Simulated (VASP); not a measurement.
Consider the following.

```
Ga4AsSb3
1.0
   -0.00042     6.00309     5.99625
    6.00309    -0.00042     5.99625
    3.00134     3.00134     0.00000
Ga Sb As
4 3 1
Direct
  0.99955   0.99955   0.00090
  0.98559   0.50565   0.00876
  0.50565   0.98559   0.00876
  0.50903   0.50903   0.98194
  0.12537   0.12537   0.24926
  0.12518   0.62449   0.25033
  0.62449   0.12518   0.25033
  0.62514   0.62514   0.24972
```

All values below come from PBEsol GGA, VASP's PBE PAW potentials (set 64) (plane waves; VASP). Run with 400 eV cut-off, Gaussian smearing of 0.050 eV, potentials Ga_d Sb As.

Give the energies of bands 29 to 42 at the high-symmetry points, in eV from the Fermi level.

| band | Γ | Y | C0 | Z | A0 | T | S | R |
|---|---|---|---|---|---|---|---|---|
| 29 | -2.74 | -3.38 | -3.81 | -3.56 | -2.91 | -2.83 | -3.23 | -3.46 |
| 30 | -1.48 | -3.29 | -2.56 | -3.52 | -2.83 | -2.74 | -3.19 | -3.21 |
| 31 | -1.33 | -2.20 | -2.23 | -3.45 | -2.79 | -2.70 | -2.39 | -3.19 |
| 32 | -1.23 | -1.96 | -2.01 | -3.33 | -2.63 | -2.59 | -1.93 | -3.12 |
| 33 | -1.00 | -1.56 | -1.78 | -3.27 | -2.27 | -1.43 | -1.02 | -2.39 |
| 34 | -0.51 | -1.56 | -1.62 | -3.19 | -1.97 | -1.20 | -0.89 | -2.11 |
| 35 | -0.04 | -1.30 | -1.48 | -1.53 | -1.40 | -1.19 | -0.53 | -1.94 |
| 36 | 0.00 | -1.09 | -0.68 | -1.09 | -1.39 | -1.00 | -0.52 | -1.88 |
| 37 | 0.03 | 1.08 | 1.25 | 1.77 | 0.92 | 0.14 | 0.36 | 1.37 |
| 38 | 0.61 | 1.31 | 1.77 | 2.25 | 1.16 | 0.56 | 1.17 | 1.47 |
| 39 | 0.65 | 1.74 | 1.90 | 3.65 | 1.28 | 0.93 | 1.52 | 1.72 |
| 40 | 0.91 | 2.26 | 2.14 | 3.74 | 1.44 | 0.94 | 1.73 | 1.76 |
| 41 | 1.18 | 2.63 | 2.72 | 3.92 | 1.60 | 1.07 | 3.64 | 3.62 |
| 42 | 2.89 | 2.91 | 3.15 | 4.34 | 1.70 | 1.21 | 3.71 | 3.86 |

It has no gap at this level: it comes out as a metal or semimetal.

The structure was generated: Ga4AsSb3 was put into an ordered model structure (Amm2), which need not be its known phase. It was relaxed first.
